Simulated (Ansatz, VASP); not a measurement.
# Two plane-wave programs on NbBr3

```
Nb Br
1.0
     0.00000    3.56441    3.56441
     3.56441    0.00000    3.56441
     3.56441    3.56441    0.00000
Nb Br
1 3
Direct
  0.50000 0.50000 0.50000
  0.25000 0.25000 0.25000
  0.75000 0.75000 0.75000
  0.00000 0.00000 0.00000
```

Alike in both runs: functional PBE; k mesh 4 × 4 × 4; occupations gaussian, width 0.1 eV; collinear spin.

Ansatz relaxed the structure, and its values are those at the end. VASP's run is a single point on that final structure, the one shown.

|  | VASP | Ansatz |
| --- | --- | --- |
| version | VASP 6.6.1 | Ansatz 0.2.0 |
| potentials or method | VASP PAW PBE potentials, release 64 (Nb_sv, Br) | scalar-relativistic, plane waves, PAW |
| plane-wave cutoff (eV) | 520 | 420 |
| valence electrons in the cell | 34 | 34 |

VASP gave:

```
gap on the k mesh at the Fermi level (eV)                     : none
pressure (GPa)                                                : -0.2
net moment per atom (μB)                                      : 0.50
size of the moment on the site where the two differ most (μB) : 1.70
```

What did Ansatz give for the same quantities?

gap on the k mesh at the Fermi level (eV): none; pressure (GPa): -0.2; net moment per atom (μB): 0.50; size of the moment on the site where the two differ most (μB): 1.80.

Site moments also hang on the region over which each program counts them. A gap of «none» marks a metal or a gap that the smearing closes. Ansatz warned: «no_starting_moments».

Caveats: the k mesh is coarse (spacing up to 0.38 Å⁻¹), so the values aren't converged.
